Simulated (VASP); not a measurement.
Computed with vdW-DF2, VASP's PBE PAW potentials (set 64) (plane waves; VASP 6.6.1).

VASP ran on this input.

File KPOINTS:
```
Automatic mesh
0
Gamma
17 17 9
0 0 0
```

### INCAR
```
SYSTEM = Be
PREC = Accurate; ENCUT = 520; LREAL = .FALSE.
LASPH = .TRUE.
EDIFF = 1E-6; NELM = 100; ALGO = Normal
ISMEAR = 1; SIGMA = 0.1
GGA = ML; LUSE_VDW = .TRUE.; AGGAC = 0.0
ZAB_VDW = -1.8867
IBRION = 2; NSW = 60; ISIF = 3
EDIFFG = -0.01
LWAVE = .FALSE.; LCHARG = .FALSE.
```

File POSCAR:
```
Be
1.0
  1.1302849213  -1.9577107428   0.0000000000
  1.1302849213   1.9577107428   0.0000000000
  0.0000000000   0.0000000000   3.5402794016
Be
2
Cart
  1.1302849213   0.6525715527   0.8850698504
  1.1302849213  -0.6525715527   2.6552095512
```

POTCAR, in this order: Be (PBE.64 set). Program: vasp_std.

Task: Predict the energy per atom (σ→0), band gap (on the k-mesh).

Result: 
| Item | Value |
|---|---|
| energy per atom (σ→0) | -2888 meV/atom |
| band gap (on the k-mesh) | none (metal, semimetal or under 0.01 eV) |

OSZICAR:
```
...
DAV:   5    -0.589458218169E+01   -0.34767E-07   -0.34353E-07  2478   0.240E-03    0.117E+00
DAV:   6    -0.580877719826E+01    0.85805E-01   -0.13372E-02  2334   0.119E+00    0.713E-01
DAV:   7    -0.577694353126E+01    0.31834E-01   -0.12891E-02  2532   0.130E+00    0.537E-02
DAV:   8    -0.577698446082E+01   -0.40930E-04   -0.42002E-05  2802   0.101E-01    0.238E-02
DAV:   9    -0.577693947777E+01    0.44983E-04   -0.33052E-05  2184   0.918E-02    0.298E-03
DAV:  10    -0.577693611583E+01    0.33619E-05   -0.90331E-07  2370   0.157E-02    0.566E-04
DAV:  11    -0.577693566720E+01    0.44863E-06   -0.64362E-08  1284   0.372E-03
   1 F= -.57769357E+01 E0= -.57769883E+01  d E =-.577694E+01
```

The compound is Be in the hcp structure. It was relaxed first. The start is the result of an earlier pass.
